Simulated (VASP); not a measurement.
The system is ZnCu2SnSe4.

```xyz
8
Lattice="-2.8856 2.8856 5.7398 2.8856 -2.8856 5.7398 2.8856 2.8856 -5.7398" Properties=species:S:1:pos:R:3 pbc="T T T"
Sn    0.0000    0.0000    5.7398
Se    4.3846    1.3475    1.4921
Se   -1.4990    1.5381    7.2320
Se    1.3475    1.3866   -1.4921
Se    1.5381    1.4990    4.2477
Zn    0.0000    2.8856    2.8699
Cu    0.0000    0.0000    0.0000
Cu    2.8856    0.0000    2.8699
```

The cell comes from a database or a generator and needn't be the stable form of this composition.

| Property | Result |
| --- | --- |
| Program | VASP 6.6.1 |
| Task | relaxation of cell and atoms |
| Functional | r2SCAN |
| Potentials or basis | VASP PAW PBE potentials, release 64 (Sn_d, Se, Zn, Cu) |
| Cutoff | 600 eV |
| k mesh | 5 × 5 × 5 |
| Occupations | gaussian, width 0.05 eV |
| Spin | no spin polarisation |

At the start: pressure -2.0 GPa; volume 23.90 Å³/atom.

Question: Where does the relaxation end?

Answer: Over 6 steps the energy falls by 5.1 meV/atom and the volume is 23.13 Å³/atom (-3.2 %); space group I-4 (No. 82, to 0.05 Å).

Step by step:
```csv
step,energy change (eV),largest force (eV/Å),pressure (GPa),volume (Å³)
1,0.0000,0.0825,-1.97,191.18
2,-0.0369,0.0377,0.64,183.17
3,-0.0406,0.0230,0.03,184.92
4,-0.0406,0.0228,-0.02,185.04
5,-0.0407,0.0149,0.00,185.04
6,-0.0407,0.0090,-0.04,185.04
```

Final structure:
```cif
data_structure
_symmetry_space_group_name_H-M 'P 1'
_symmetry_Int_Tables_number 1
_cell_length_a 6.9736
_cell_length_b 6.9736
_cell_length_c 6.9736
_cell_angle_alpha 131.730
_cell_angle_beta 131.730
_cell_angle_gamma 70.656
_cell_volume 185.04
loop_
_atom_site_label
_atom_site_type_symbol
_atom_site_fract_x
_atom_site_fract_y
_atom_site_fract_z
_atom_site_occupancy
Sn1 Sn 0.50000 0.50000 0.00000 1
Se1 Se 0.36325 0.88879 0.99217 1
Se2 Se 0.89662 0.37109 0.00783 1
Se3 Se 0.11121 0.10338 0.47447 1
Se4 Se 0.62891 0.63675 0.52553 1
Zn1 Zn 0.75000 0.25000 0.50000 1
Cu1 Cu 0.00000 0.00000 0.00000 1
Cu2 Cu 0.25000 0.75000 0.50000 1
```

Caveat: the PAW data sets were made with another functional, which shifts forces and pressure a little.
